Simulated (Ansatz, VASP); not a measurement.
# Hf (Hf(0001)): VASP beside Ansatz, part 2 of 2

Aim: how closely do two programs agree when they are given the same cell, functional and k mesh? The structure shown is the end of the VASP relaxation below.

VASP 6.6.1 and Ansatz 0.2.0.

So far: Set-up; VASP: relaxation, PBEsol.

## (3) Ansatz: single point, PBEsol

Level of this step: Ansatz beside VASP: Kohn-Sham DFT, plane waves, PBEsol (Ansatz).

Ansatz runs on its default PAW (the set named soft_2) files.

The same cell, functional, mesh and smearing now go to Ansatz, which takes its cutoff from its data sets.

input.yaml

```yaml
crystal:
  lattice:
    - [3.15348394, 0.0, 0.0]
    - [1.57674197, 2.7309972, 0.0]
    - [0.0, 0.0, 32.42662308]
  atoms:
    - { symbol: Hf, position: [0.66666667, 0.66666667, 0.23387444] }
    - { symbol: Hf, position: [0.0, 0.0, 0.30548423] }
    - { symbol: Hf, position: [0.66666667, 0.66666667, 0.38501324] }
    - { symbol: Hf, position: [0.0, 0.0, 0.46111803] }
    - { symbol: Hf, position: [0.66666667, 0.66666667, 0.53888197] }
    - { symbol: Hf, position: [0.0, 0.0, 0.61498676] }
    - { symbol: Hf, position: [0.66666667, 0.66666667, 0.69451577] }
    - { symbol: Hf, position: [0.0, 0.0, 0.76612556] }
hamiltonian:
  xc: pbesol
  pseudopotentials: { kind: paw }
kpoints:
  mp_grid: { grid: [12, 12, 1] }
scf:
  occupations: { method: methfessel_paxton, width: 0.15 }
  n_extra_bands: 6
output:
  forces: true
  eigenvalues: true
```

Launch:

```sh
ansatz run input.yaml --threads 4 --pin off --max-ram 9216MiB --backend cpu --events-out ev --progress --plain --runs-dir out
```

Numbers of over 12 decimals in the logs are rounded to 6 here.

The log of the run:

```text
scf.n_extra_bands = 6 over 104 filled bands (N_el = 208.0): the run solves 110 bands
Engine: ansatz 0.2.0, aarch64-unknown-linux-gnu
Pseudopotentials: kind: paw
Pseudopotential: Hf, paw, valence charge 26, recommended cutoff 420 eV (normal), Hf.paw.azcp
Functional definition: PBEsol
  exchange = pbesol_x
  correlation = pbesol_c
Crystal: 8 atoms, lattice volume = 279.263 Å³
Basis set: ecut = 420 eV, 5425 PW (Γ), exchange–correlation on 48×48×450 points (8 copies of the dense FFT grid, shifted against one another)
Bands: 110, of which v1, the nominal top of the filled ones, is band 104 counted from 1 (103 counted from 0)
Symmetry: 12 space group operations
Space group: P-3m1 (ITA 164), of the structure as read, at distance tolerance 6.5e-5 Å
k-points: 19 of 144
Non-local potential: Hf, projectors of the file, l = 0: 3, l = 1: 2, l = 2: 2, l = 3: 3
PAW form: soft (Blöchl's): semilocal exchange-correlation on the pseudo side does not see the compensation charge
PAW frozen core: Hf, regenerated for the run's functional, and the local potential with it (the file was generated under x = pbe(κ = 0.804, μ = 0.219515), c = pbe(β = 0.066725))
PAW one-centre angular grid: Hf, 590 points (default); XC on 64 Gauss nodes
Initial density: superposition of atomic densities (neutral atoms: chi_scale 0, normalization atom), corrected by the library's trained network
Initial wavefunctions: pseudopotential atomic-orbital guess
Functional: x = pbesol(κ = 0.804, μ = 0.123457), c = pbesol(β = 0.046)
SCF iter   1: F=—  HF=-124782.513663 eV  |F-HF|=—  |Δ(HF+E_count)|=         —  Δρ=1.28e-2  dr2=3.67e1  ethr=1.77e-3  ⟨swp⟩=4.5  Hψ=6411  notcnv=0
preconditioner: auto → LDOS  [metal: Δε(μ)=0.011 eV  Ē_g=15.380 eV  σ=0.150 eV  W_gap=0.06  n_scr=104 (ndim 8)  ℏωp=30.8 eV  f_vac=0.364  D(μ)=10.23/eV (n_scr^D=92)  β→1.0]
SCF iter   2: F=—  HF=-124782.182161 eV  |F-HF|=—  |Δ(HF+E_count)|=   3.32e-1  S|Δr|=    0.00e0  Δρ=4.98e-3  dr2=1.02e0  ethr=1.77e-3  ⟨swp⟩=1.9  Hψ=2724  notcnv=0
SCF iter   3: F=—  HF=-124782.154253 eV  |F-HF|=—  |Δ(HF+E_count)|=   2.79e-2  S|Δr|=    0.00e0  Δρ=2.45e-3  dr2=6.78e-2  ethr=4.93e-4  ⟨swp⟩=2.1  Hψ=3825  notcnv=0
SCF iter   4: F=—  HF=-124782.144398 eV  |F-HF|=—  |Δ(HF+E_count)|=   9.85e-3  S|Δr|=    0.00e0  Δρ=5.34e-4  dr2=1.24e-3  ethr=3.26e-5  ⟨swp⟩=2.8  Hψ=4031  notcnv=0
SCF iter   5: F=—  HF=-124782.144089 eV  |F-HF|=—  |Δ(HF+E_count)|=   3.09e-4  S|Δr|=    0.00e0  Δρ=2.25e-4  dr2=2.33e-4  ethr=5.94e-7  ⟨swp⟩=2.9  Hψ=5134  notcnv=0
SCF iter   6: F=—  HF=-124782.144050 eV  |F-HF|=—  |Δ(HF+E_count)|=   3.94e-5  S|Δr|=    0.00e0  Δρ=8.55e-5  dr2=6.99e-5  ethr=1.12e-7  ⟨swp⟩=2.1  Hψ=4034  notcnv=0
SCF iter   7: F=—  HF=-124782.143695 eV  |F-HF|=—  |Δ(HF+E_count)|=   3.54e-4  S|Δr|=    0.00e0  Δρ=3.34e-5  dr2=7.46e-6  ethr=3.36e-8  ⟨swp⟩=2.2  Hψ=2484  notcnv=0
SCF iter   8: F=—  HF=-124782.143697 eV  |F-HF|=—  |Δ(HF+E_count)|=   1.50e-6  S|Δr|=    0.00e0  Δρ=1.52e-5  dr2=7.64e-6  ethr=3.59e-9  ⟨swp⟩=2.4  Hψ=3862  notcnv=0
SCF iter   9: F=—  HF=-124782.143697 eV  |F-HF|=—  |Δ(HF+E_count)|=   2.51e-7  S|Δr|=    0.00e0  Δρ=6.62e-6  dr2=6.47e-7  ethr=3.59e-9  ⟨swp⟩=2.0  Hψ=3384  notcnv=0
SCF iter  10: F=-124782.143697 eV  HF=-124782.143697 eV  |F-HF|=4.54e-9  |Δ(HF+E_count)|=   2.65e-8  S|Δr|=    0.00e0  Δρ=3.35e-6  dr2=5.49e-8  ethr=4.81e-11  ⟨swp⟩=8.5  Hψ=12477  notcnv=0
SCF 1 converged in 10 iterations: F = -124782.143697 eV  dr2 = 5.49e-8
  greatest PAW one-centre occupation: 0.998 electrons in one spin orbital (limit 2), on the Hf atom at site 7 (counted from 0), in its partial waves of l = 3
SCF converged after 10 iterations
Stability not checked: this state was not tested for a lower state beside it, because cold or Methfessel-Paxton smearing, or corrected tetrahedra, fill the levels in a way that the test cannot read (fill_not_monotonic; see scf.lower_state_search)
Free energy (F): -124782.143697 eV
Harris-Foulkes:  -124782.143697 eV  (|F-HF|=4.54e-9)
Internal energy: -124782.139517 eV  (E = F + TS)
E sigma→0 (E₀):  -124782.142652 eV
Entropy (-TS):   -0.004180 eV (-0.523 meV/atom)
Fermi energy:    11.066003 eV
--- Per-component energies (eV) ---
  E_band       = -1526.316792
  E_kinetic    = 3406.436055
  E_local      = -414402.607940  (includes V_loc(G=0)·N_el)
  E_nonlocal   = -9908.233507
  E_hartree    = 205082.483459
  E_xc         = -2384.282238
  E_vxc        = -2130.495620  (∫ρ·V_xc dr)
  E_paw        = -54461.729332  (= ΣΔE_a)
  E_vpaw       = 11343.743799  (= ΣTr[D̂ρ^β])
  E_aug_tail   = -0.000010  (compensation charges beyond the density's cutoff)
  E_ewald      = 147875.785264
  E_core_change = 10.008733  (= ΣΔE_core)
  E_smearing   = -0.004180  (= −TS)
  E_closure    = 0.000000  (closes the sum)
  Σ components = -124782.143697   (vs F -124782.143697, Δ=0.00e0)
--- Forces (eV/Å), atoms counted from 1 ---
  atom   1  Hf    -0.00000000     0.00000000    -0.13293888
  atom   2  Hf     0.00000000    -0.00000000     0.13098270
  atom   3  Hf    -0.00000000     0.00000000    -0.04258763
  atom   4  Hf     0.00000000    -0.00000000     0.02958492
  atom   5  Hf     0.00000000     0.00000000    -0.02958492
  atom   6  Hf     0.00000000    -0.00000000     0.04258763
  atom   7  Hf    -0.00000000     0.00000000    -0.13098270
  atom   8  Hf    -0.00000000    -0.00000000     0.13293888
  max |Σ_I F_I| component: 2.78e-17 eV/Å
--- Band table (eV; the first three rows and the last of 19) ---
  k-point 0: bands = [... 100 lower, 11.6861, 11.6995, 12.0187, 12.0187, 12.0581, 12.0581, 12.1082, 12.1082, ... 2 higher]
  k-point 1: bands = [... 100 lower, 11.4408, 11.4528, 11.7321, 11.8210, 11.8354, 12.0091, 12.1271, 12.1801, ... 2 higher]
  k-point 2: bands = [... 100 lower, 10.8475, 11.0554, 11.1048, 11.2943, 11.3958, 11.7192, 11.9008, 12.0289, ... 2 higher]
  k-point 18: bands = [... 100 lower, 9.7035, 9.9271, 9.9271, 10.9846, 10.9846, 11.1118, 11.1118, 11.2708, ... 2 higher]
```

It took 11 s on 4 threads of Arm Neoverse V2, shared host; peak memory 1.2 GiB.

## (4) Side by side

Known differences besides the potentials themselves: the data sets hold 208 valence electrons in Ansatz (default PAW (the set named soft_2) files) and 32 in VASP; the cutoff is 420 eV in Ansatz and 320 eV in VASP (PREC = Normal); Ansatz makes its cores anew for this functional, VASP keeps those of its PBE data sets. Total energies have different zeros and are not compared.

At this near-relaxed geometry the largest component of a force difference is 150 meV/Å.

## (5) Other set-ups

Further runs change the set-up of one program: Ansatz's method, potentials or start, or VASP's data sets, cutoff or form of LDA. The table gives Ansatz less VASP for each quantity, since a change that brings one quantity closer may part another.

| run | r.m.s. force difference (meV/Å) |
| --- | --- |
| as above | 55 |
| cores kept as stored | 55 |
| Ansatz's larger PAW set (cutoff 620 eV) | 56 |
| norm-conserving potentials (cutoff 789 eV) | 57 |

## (6) Summary of results

```json
{"r.m.s. force difference (single point, PBEsol)": "55 meV/Å"}
```

In words: The r.m.s. force difference is 55 meV/Å (single point, PBEsol), beyond the 12 meV/Å picked in this series as the mark of a large difference. For single point, PBEsol, no further run moves any of the tabulated differences by more than a quarter of its size. Such differences can come from data sets, numerical settings and the points named under the comparisons, not from the functional's error against experiment.

[Lines on the potential files, build, host, timing and source positions are cut from VASP's logs without a mark.]

[Logs are printed without paths, hosts, clocks, repeated set-up lines and the standing remarks that a program may print on its own settings, such as how far it seeks lower states.]

[Hosts, paths, dates, database ids (printed as entryN), source tags and the programs' standing remarks are cut or masked in the printed files.]
